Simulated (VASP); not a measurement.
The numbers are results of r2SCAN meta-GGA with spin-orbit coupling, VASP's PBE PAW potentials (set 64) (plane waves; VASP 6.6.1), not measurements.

VASP ran on this input.

### KPOINTS_OPT
```
k-points along high-symmetry lines
5
Line-mode
Reciprocal
  0.000000   0.000000   0.000000 ! GAMMA
  0.500000  -0.000000   0.000000 ! M

  0.500000  -0.000000   0.000000 ! M
  0.333333   0.333333   0.000000 ! K

  0.333333   0.333333   0.000000 ! K
  0.000000   0.000000   0.000000 ! GAMMA

  0.000000   0.000000   0.000000 ! GAMMA
  0.000000   0.000000   0.500000 ! A

  0.000000   0.000000   0.500000 ! A
  0.500000  -0.000000   0.500000 ! L

  0.500000  -0.000000   0.500000 ! L
  0.333333   0.333333   0.500000 ! H

  0.333333   0.333333   0.500000 ! H
  0.000000   0.000000   0.500000 ! A

  0.500000  -0.000000   0.500000 ! L
  0.500000  -0.000000   0.000000 ! M

  0.333333   0.333333   0.500000 ! H
  0.333333   0.333333   0.000000 ! K
```

**POSCAR**
```
SnSe2
3.8407540
  0.4999999469  -0.8660253681   0.0000000000
  0.4999999469   0.8660253681   0.0000000000
  0.0000000000   0.0000000000   1.6913699739
Sn Se
1 2
Direct
  0.0000000000   0.0000000000   0.0000000000
  0.3333330000   0.6666670000   0.2421642118
  0.6666670000   0.3333330000   0.7578357882
```

**KPOINTS**
```
Automatic mesh
0
Gamma
6 6 3
0 0 0
```

**INCAR**
```
# general
SYSTEM      =  SnSe2
PREC        =  Accurate
ENCUT       =  400   # plane-wave cut-off (eV)
LREAL       =  .FALSE.   # projection in real space or not
LASPH       =  .TRUE.

# electronic loop
EDIFF       =  1E-6   # SCF stop (eV)
NELM        =  100
ALGO        =  Normal   # blocked Davidson
LMAXMIX     =  4
LMIXTAU     =  .TRUE.

# smearing
ISMEAR      =  0   # Gaussian
SIGMA       =  0.05

# functional
METAGGA     =  R2SCAN
GGA_COMPAT  =  .FALSE.

# spin
MAGMOM      =  9*0
LSORBIT     =  .TRUE.

# output
LWAVE       =  .FALSE.
LCHARG      =  .FALSE.
```

POTCAR, in this order: Sn_d Se (PBE.64 set). Program: vasp_ncl.

The resulting files:

OSZICAR:
```
       N       E                     dE             d eps       ncg     rms          rms(c)
DAV:   1     0.180434371835E+03    0.18043E+03   -0.10429E+04  1166   0.149E+03
DAV:   2    -0.252298715510E+02   -0.20566E+03   -0.19937E+03  1220   0.399E+02
DAV:   3    -0.574812615492E+02   -0.32251E+02   -0.31341E+02  1370   0.155E+02
DAV:   4    -0.591130199832E+02   -0.16318E+01   -0.16184E+01  1394   0.381E+01
DAV:   5    -0.591600257041E+02   -0.47006E-01   -0.46878E-01  1724   0.643E+00    0.577E+00
DAV:   6    -0.557314588990E+02    0.34286E+01   -0.14638E+00  1576   0.205E+01    0.398E+00
DAV:   7    -0.538848657806E+02    0.18466E+01   -0.71374E-01  1278   0.597E+00    0.148E+00
DAV:   8    -0.546070658612E+02   -0.72220E+00   -0.42844E-01  1214   0.577E+00    0.604E-01
DAV:   9    -0.546780924907E+02   -0.71027E-01   -0.12911E-01  1216   0.282E+00    0.365E-01
DAV:  10    -0.546917259451E+02   -0.13633E-01   -0.14111E-02  1344   0.107E+00    0.243E-01
DAV:  11    -0.547043594919E+02   -0.12634E-01   -0.12395E-02  1248   0.117E+00    0.726E-02
DAV:  12    -0.547083976832E+02   -0.40382E-02   -0.43346E-03  1226   0.518E-01    0.709E-02
DAV:  13    -0.547084942913E+02   -0.96608E-04   -0.24741E-04  1368   0.206E-01    0.490E-02
DAV:  14    -0.547092037045E+02   -0.70941E-03   -0.72158E-04  1182   0.255E-01    0.188E-02
DAV:  15    -0.547093017690E+02   -0.98064E-04   -0.91565E-05  1334   0.106E-01    0.795E-03
DAV:  16    -0.547093113121E+02   -0.95432E-05   -0.15974E-05  1342   0.398E-02    0.840E-03
DAV:  17    -0.547093105420E+02    0.77016E-06   -0.24792E-06  1102   0.190E-02
   1 F= -.54709311E+02 E0= -.54709311E+02  d E =-.227902E-12  mag=     0.0000     0.0000    -0.0000
       N       E                     dE             ncg
       N       E                     dE             ncg
       N       E                     dE             ncg
```

**OUTCAR**
```
------------------------ aborting loop because EDIFF is reached ----------------------------------------
  FORCE on cell =-STRESS in cart. coord.  units (eV):
  Direction    XX          YY          ZZ          XY          YZ          ZX
  --------------------------------------------------------------------------------------
  Total        0.0852599      0.0852599      0.0740875      0.0000000      0.0000000      0.0000000
  in kB        1.6460264      1.6460266      1.4303326      0.0000000      0.0000000      0.0000000
  external PRESSURE =       1.5741285 kB  Pullay stress =       0.0000000 kB
  volume of cell :       82.99
      direct lattice vectors                 reciprocal lattice vectors
     1.920376796 -3.326190397  0.000000000     0.260365570 -0.150322122  0.000000000
     1.920376796  3.326190397  0.000000000     0.260365570  0.150322122  0.000000000
     0.000000000  0.000000000  6.496135993     0.000000000  0.000000000  0.153937664
 POSITION                                       TOTAL-FORCE (eV/Angst)
 -----------------------------------------------------------------------------------
      0.00000      0.00000      0.00000        -0.000000      0.000000      0.000000
      1.92038      1.10873      1.57313        -0.000000      0.000000      0.006620
      1.92038     -1.10873      4.92300         0.000000     -0.000000     -0.006620
 -----------------------------------------------------------------------------------
    total drift:                                0.000000      0.000000     -0.000000
  FREE ENERGIE OF THE ION-ELECTRON SYSTEM (eV)
  ---------------------------------------------------
  free  energy   TOTEN  =       -54.7093105420 eV

  energy  without entropy=      -54.7093105420  energy(sigma->0) =      -54.70931054

 Ion:    1  E_soc:     -0.0842659

 Ion:    2  E_soc:     -0.0428813

 Ion:    3  E_soc:     -0.0428813
```
(Selected blocks of OUTCAR.)

OUTCAR:
```
 val. band max:        3.1023416970   @ k =   0.1667   0.0000   0.0000

 cond. band min:       4.1014174003   @ k =   0.5000   0.0000   0.3333


 Fermi energy:         3.3403104868

 k-point     1 :       0.0000    0.0000    0.0000
  band No.  band energies     occupation
      1     -19.3286      1.00000
      2     -19.3286      1.00000
      3     -19.3058      1.00000
      4     -19.3058      1.00000
      5     -18.3028      1.00000
      6     -18.3028      1.00000
      7     -18.2732      1.00000
      8     -18.2732      1.00000
      9     -18.2535      1.00000
     10     -18.2535      1.00000
     11     -11.0208      1.00000
     12     -11.0208      1.00000
     13      -9.4491      1.00000
     14      -9.4491      1.00000
     15      -2.8332      1.00000
     16      -2.8332      1.00000
     17       2.2685      1.00000
     18       2.2685      1.00000
     19       2.6941      1.00000
     20       2.6941      1.00000
     21       2.7258      1.00000
     22       2.7258      1.00000
     23       2.9117      1.00000
     24       2.9117      1.00000
     25       2.9947      1.00000
     26       2.9947      1.00000
     27       4.5710      0.00000
     28       4.5710      0.00000
     29       6.6315      0.00000
     30       6.6315      0.00000
     31       7.9427      0.00000
     32       7.9427      0.00000
     33       8.3377      0.00000
     34       8.3377      0.00000

 k-point     2 :       0.1667    0.0000    0.0000
  band No.  band energies     occupation
      1     -19.3274      1.00000
      2     -19.3274      1.00000
      3     -19.3074      1.00000
      4     -19.3074      1.00000
      5     -18.3018      1.00000
      6     -18.3018      1.00000
      7     -18.2780      1.00000
      8     -18.2780      1.00000
      9     -18.2502      1.00000
     10     -18.2502      1.00000
     11     -10.7499      1.00000
     12     -10.7499      1.00000
     13      -9.2738      1.00000
     14      -9.2738      1.00000
...
```

The path is coarsely sampled, so an indirect gap can come out somewhat too large.

The compound is SnSe2 in the 1T layered structure. It was relaxed first, which changed the volume by +8 %.
